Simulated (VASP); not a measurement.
Calculation: PBE GGA, VASP's PBE PAW potentials (set 64) (plane waves; VASP 6.6.1).

A VASP calculation is set up with these files.

**POSCAR**
```
ZnO
1
    1.6413629882    -2.8429245400    -0.0000000000
    1.6413629882     2.8429245400     0.0000000000
    0.0000000000    -0.0000000000     5.2989798897
Zn O
2 2
Direct
  0.6666670000   0.3333330000   0.5013976017
  0.3333330000   0.6666670000   0.0013976017
  0.6666670000   0.3333330000   0.8806023983
  0.3333330000   0.6666670000   0.3806023983
```

File KPOINTS:
```
Automatic mesh
0
Gamma
8 8 5
0 0 0
```

### INCAR
```
LASPH=.True.   ! aspherical one-centre terms
NSW=60   ! most ionic steps
EDIFFG=-0.01   ! ionic stop
ALGO=Normal   ! blocked Davidson
ISIF=3   ! ions, shape and volume
LWAVE=.False.
ENCUT=480
SYSTEM=ZnO
LMAXMIX=4
ISMEAR=0   ! Gaussian
LREAL=.False.
PREC=Accurate
GGA=PE   ! PBE
LCHARG=.False.
IBRION=2   ! conjugate gradients
SIGMA=0.05
NELM=100   ! most electronic steps
EDIFF=1E-6
```

POTCAR, in this order: Zn O (PBE.64 set). Program: vasp_std.

Output of the run:

OSZICAR:
```
       N       E                     dE             d eps       ncg     rms          rms(c)
DAV:   1     0.280019601982E+03    0.28002E+03   -0.18105E+04  1328   0.223E+03
DAV:   2     0.880077589386E+01   -0.27122E+03   -0.26085E+03  1410   0.428E+02
DAV:   3    -0.205317392766E+02   -0.29333E+02   -0.29121E+02  1542   0.151E+02
DAV:   4    -0.211005114502E+02   -0.56877E+00   -0.56824E+00  1446   0.226E+01
DAV:   5    -0.211047638192E+02   -0.42524E-02   -0.42521E-02  1518   0.188E+00    0.143E+01
DAV:   6    -0.177329945281E+02    0.33718E+01   -0.12088E+01  2284   0.738E+01    0.868E+00
DAV:   7    -0.178983106470E+02   -0.16532E+00   -0.26484E+00  1454   0.196E+01    0.522E+00
DAV:   8    -0.179235506702E+02   -0.25240E-01   -0.84391E-01  1968   0.907E+00    0.182E+00
DAV:   9    -0.178586432944E+02    0.64907E-01   -0.19039E-01  2060   0.790E+00    0.347E-01
DAV:  10    -0.178623652465E+02   -0.37220E-02   -0.57329E-02  1332   0.174E+00    0.147E-01
DAV:  11    -0.178623588666E+02    0.63798E-05   -0.14694E-03  1884   0.468E-01    0.345E-02
DAV:  12    -0.178624151978E+02   -0.56331E-04   -0.13048E-04  1742   0.193E-01    0.342E-02
DAV:  13    -0.178624098776E+02    0.53202E-05   -0.33554E-05  1712   0.114E-01    0.131E-02
DAV:  14    -0.178624095942E+02    0.28337E-06   -0.13497E-05  1466   0.426E-02    0.485E-03
DAV:  15    -0.178624089931E+02    0.60107E-06   -0.14939E-06   930   0.157E-02
   1 F= -.17862409E+02 E0= -.17862409E+02  d E =-.178624E+02
       N       E                     dE             d eps       ncg     rms          rms(c)
DAV:   1    -0.178646993412E+02   -0.22897E-02   -0.35133E-02  1574   0.368E+00    0.348E-01
DAV:   2    -0.178626911605E+02    0.20082E-02   -0.80100E-03  1666   0.188E+00    0.124E-01
DAV:   3    -0.178625146908E+02    0.17647E-03   -0.14027E-04  1772   0.363E-01    0.705E-02
DAV:   4    -0.178624458997E+02    0.68791E-04   -0.90092E-05  2024   0.145E-01    0.743E-03
DAV:   5    -0.178624464934E+02   -0.59362E-06   -0.16957E-05  1398   0.407E-02    0.277E-03
DAV:   6    -0.178624466929E+02   -0.19953E-06   -0.49205E-07   672   0.205E-02
   2 F= -.17862447E+02 E0= -.17862447E+02  d E =-.376998E-04
```

File OUTCAR:
```
------------------------ aborting loop because EDIFF is reached ----------------------------------------
  FORCE on cell =-STRESS in cart. coord.  units (eV):
  Direction    XX          YY          ZZ          XY          YZ          ZX
  --------------------------------------------------------------------------------------
  Total       -0.0380878     -0.0380879     -0.0298783      0.0000000      0.0000000      0.0000000
  in kB       -1.2310303     -1.2310307     -0.9656915      0.0000000      0.0000000      0.0000000
  external PRESSURE =      -1.1425842 kB  Pullay stress =       0.0000000 kB
  volume of cell :       49.57
      direct lattice vectors                 reciprocal lattice vectors
     1.642783024 -2.845384116  0.000000000     0.304361558 -0.175723199  0.000000000
     1.642783024  2.845384116  0.000000000     0.304361558  0.175723199 -0.000000000
     0.000000000  0.000000000  5.302456422     0.000000000  0.000000000  0.188591838
  FREE ENERGIE OF THE ION-ELECTRON SYSTEM (eV)
  ---------------------------------------------------
  free  energy   TOTEN  =       -17.8624466929 eV

  energy  without entropy=      -17.8624466929  energy(sigma->0) =      -17.86244669

 reached required accuracy - stopping structural energy minimisation
```
(Selected blocks of OUTCAR.)

### CONTCAR
```
ZnO
   1.00000000000000
     1.6427830242444592   -2.8453841157475543    0.0000000000000000
     1.6427830242444592    2.8453841157475543    0.0000000000000000
     0.0000000000000000    0.0000000000000000    5.3024564224807049
  Zn              O
     2     2
Direct
     0.6666669999999968    0.3333330000000032    0.5014409068574810
     0.3333330000000032    0.6666669999999968    0.0014409068574811
     0.6666669999999968    0.3333330000000032    0.8805590931425169
     0.3333330000000032    0.6666669999999968    0.3805590931425168
```

The compound is ZnO in the wurtzite structure. This run relaxes it. Symmetry was kept, so distortions that lower it aren't found. The start is the result of an earlier pass.
